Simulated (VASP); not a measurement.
Method: AM05 GGA, VASP's PBE PAW potentials (set 64) (plane waves; VASP).

A VASP calculation is set up with these files.

POSCAR:
```
HgTe
1.0
  0.0000000000   3.2720297433   3.2720297433
  3.2720297433   0.0000000000   3.2720297433
  3.2720297433   3.2720297433   0.0000000000
Hg Te
1 1
Cart
  0.0000000000   0.0000000000   0.0000000000
  1.6360148717   1.6360148717   1.6360148717
```

KPOINTS:
```
Automatic mesh
0
Gamma
9 9 9
0 0 0
```

### INCAR
```
# general
SYSTEM  = HgTe
PREC    = Accurate
ENCUT   = 520   # plane-wave cut-off (eV)
LREAL   = .False.
LASPH   = .True.   # aspherical one-centre terms

# electronic loop
EDIFF   = 1E-6
NELM    = 100
ALGO    = Normal   # blocked Davidson
LMAXMIX = 6   # l cut-off of mixed one-centre charges

# smearing
ISMEAR  = 1
SIGMA   = 0.1   # width (eV)

# functional
GGA     = AM   # AM05

# ions
IBRION  = 2   # conjugate gradients
NSW     = 60   # most ionic steps
ISIF    = 3   # ions, shape and volume
EDIFFG  = -0.01   # ionic stop

# output
LWAVE   = .False.
LCHARG  = .False.
```

POTCAR, in this order: Hg Te (PBE.64 set). Program: vasp_std.

Unless said otherwise, spin-orbit coupling is left out, though it shifts the bands of the heavy elements here.

**Question.** What does the run give for the energy per atom (σ→0), band gap (on the k-mesh)?

**Answer.** 
- energy per atom (σ→0): -1925 meV/atom
- band gap (on the k-mesh): none (metal, semimetal or under 0.01 eV)

### OSZICAR
```
...
DAV:   7    -0.385010565033E+01    0.86659E-02   -0.10717E-01  1025   0.254E+00    0.206E+00
DAV:   8    -0.384902475380E+01    0.10809E-02   -0.11214E-02   935   0.142E+00    0.588E-01
DAV:   9    -0.384902136219E+01    0.33916E-05   -0.87780E-04  1085   0.357E-01    0.127E-01
DAV:  10    -0.384906415148E+01   -0.42789E-04   -0.10108E-04   945   0.101E-01    0.473E-02
DAV:  11    -0.384908967318E+01   -0.25522E-04   -0.58296E-05   980   0.620E-02    0.433E-02
DAV:  12    -0.384908741502E+01    0.22582E-05   -0.50159E-06  1050   0.246E-02    0.220E-02
DAV:  13    -0.384908739759E+01    0.17435E-07   -0.87202E-07   703   0.577E-03
   1 F= -.38490874E+01 E0= -.38491832E+01  d E =-.384909E+01
```

The compound is HgTe in the zinc blende structure. It was relaxed first. The start is the result of an earlier pass.
